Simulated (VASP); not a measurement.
The input files of a VASP run:

**KPOINTS**
```
Automatic
0
G
7 7 7
0 0 0
```

### INCAR
```
! general
SYSTEM  = SrPb3
PREC    = Accurate
ENCUT   = 400
LREAL   = .False.
LASPH   = .True.   ! aspherical one-centre terms

! electronic loop
EDIFF   = 1E-7   ! SCF stop (eV)
NELM    = 100   ! most electronic steps
ALGO    = Normal   ! blocked Davidson
LMAXMIX = 4   ! l cut-off of mixed one-centre charges

! smearing
ISMEAR  = -5   ! tetrahedra, Bloechl

! functional
GGA     = PS   ! PBEsol

! ions
ISIF    = 2   ! forces and stress, cell fixed

! output
LWAVE   = .False.
LCHARG  = .True.
LORBIT  = 11
NEDOS   = 601

! other
LEFG    = .True.
```

POSCAR:
```
SrPb3
4.9364040
  1.0000000552   0.0000000000   0.0000000000
  0.0000000000   1.0000000552   0.0000000000
  0.0000000000   0.0000000000   1.0000000552
Sr Pb
1 3
Cartesian
  0.0000000000   0.0000000000   0.0000000000
  0.0000000000   0.5000000276   0.5000000276
  0.5000000276   0.0000000000   0.5000000276
  0.5000000276   0.5000000276   0.0000000000
```

POTCAR, in this order: Sr_sv Pb_d (PBE.64 set). Program: vasp_std.

### Question
Write an equivalent input for Ansatz.

### Answer
One equivalent input (not run):
Ansatz 0.2 input:
```yaml
crystal:
  lattice:
    - [4.9364043, 0.0000000, 0.0000000]
    - [0.0000000, 4.9364043, 0.0000000]
    - [0.0000000, 0.0000000, 4.9364043]
  atoms:
    - { symbol: Sr, position: [0.0000000, 0.0000000, 0.0000000] }
    - { symbol: Pb, position: [0.0000000, 0.5000000, 0.5000000] }
    - { symbol: Pb, position: [0.5000000, 0.0000000, 0.5000000] }
    - { symbol: Pb, position: [0.5000000, 0.5000000, 0.0000000] }
kpoints:
  mp_grid: { grid: [7, 7, 7] }
hamiltonian:
  xc: pbesol
  pseudopotentials: { kind: paw }
scf:
  occupations: { method: tetrahedron }
  max_iter: 100
output: { forces: true, stress: true, eigenvalues: true }
```
The two are equivalent in intent, not identical: each code has its own PAW files, so the cut-off isn't converted (ENCUT is set for VASP's; basis.ecutwfc is left out, and Ansatz then takes the one that its files recommend); Ansatz stops its SCF on the density residual and VASP on the energy change (EDIFF); the field gradients of LEFG aren't asked of the other code.

The structure comes from a computed database's SrPb3 entry (Pm-3m); how it stands against other phases isn't given here. It was relaxed first.
